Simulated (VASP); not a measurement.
An input for Quantum ESPRESSO's pw.x (written as the equivalent of a VASP run, and not itself run):

```
&CONTROL
  calculation = 'scf'
  pseudo_dir = './pseudo'
  outdir = './out'
  tprnfor = .true.
  tstress = .true.
/
&SYSTEM
  ibrav = 0
  nat = 2
  ntyp = 2
  ecutwfc = 82
  occupations = 'tetrahedra'
  input_dft = 'pbesol'
/
&ELECTRONS
  conv_thr = 7.3e-09
  electron_maxstep = 100
/
ATOMIC_SPECIES
  Nb 92.906 Nb.upf
  C 12.011 C.upf
CELL_PARAMETERS angstrom
     2.7638688    0.0000000    0.0000000
     0.0000000    2.7638688    0.0000000
    -0.0000000   -0.0000000    2.7638688
ATOMIC_POSITIONS crystal
  Nb   0.0000000  0.0000000  0.0000000
  C    0.5000000  0.5000000  0.5000000
K_POINTS automatic
  15 15 15 0 0 0
```

**Question.** Write the VASP files for the same calculation (PBEsol).

**Answer.** One answer among several that fit: 
**KPOINTS**
```
Automatic mesh
0
Gamma
15 15 15
0 0 0
```

### INCAR
```
ALGO=Normal
EDIFF=1E-7
ENCUT=520
GGA=PS
ISIF=2
ISMEAR=-5
LASPH=.True.
LCHARG=.True.
LMAXMIX=4
LORBIT=11
LREAL=.False.
LWAVE=.False.
NEDOS=601
NELM=100
PREC=Accurate
SYSTEM=NbC
```

**POSCAR**
```
NbC
2.7638690
  0.9999999231   0.0000000000   0.0000000000
  0.0000000000   0.9999999231   0.0000000000
  0.0000000000   0.0000000000   0.9999999231
Nb C
1 1
Cart
  0.0000000000   0.0000000000   0.0000000000
  0.4999999616   0.4999999616   0.4999999616
```

POTCAR, in this order: Nb_sv C (PBE.64 set). Program: vasp_std.

Limits of the translation: the potentials are each code's own (VASP's PAW set, PseudoDojo norm-conserving files in pw.x), so ENCUT and ecutwfc are chosen apart and not converted; conv_thr bounds pw.x's estimated SCF error, while EDIFF bounds the energy change between steps.

The structure was generated: NbC was put into the CsCl type type (Pm-3m), which need not be its known phase. It was relaxed first, which changed the volume by -30 %.
